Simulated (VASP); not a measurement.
Consider the following.

```
CELL_PARAMETERS angstrom
      0.00000     2.75915     2.75915
      2.75915     0.00000     2.75915
      2.75915     2.75915     0.00000
ATOMIC_POSITIONS crystal
  In 0.00000 0.00000 0.00000
  As 0.25000 0.25000 0.25000
```

These are LDA (Ceperley-Alder, Perdew-Zunger), VASP's LDA PAW potentials (set 64) (plane waves; VASP) values and carry that method's errors. Run with 500 eV cut-off, 8×8×8 Γ-centred mesh, Gaussian smearing of 0.050 eV, potentials In_d As.

Unless said otherwise, spin-orbit coupling is left out, though it shifts the bands of the heavy elements here.

Question: Predict the energy per atom (σ→0), pressure, band gap (on the k-mesh) with the smallest direct gap where there is one.

Answer: 
- band gap (on the k-mesh): 0.85 eV
- smallest direct gap (on the k-mesh): 0.97 eV
- energy per atom (σ→0): -4.044 eV/atom
- pressure: 29.90 GPa

Total energies compare only between runs with the same potentials, cut-off and functional.

The compound is InAs in the zinc blende structure. It was relaxed first under an external pressure of 30 GPa.
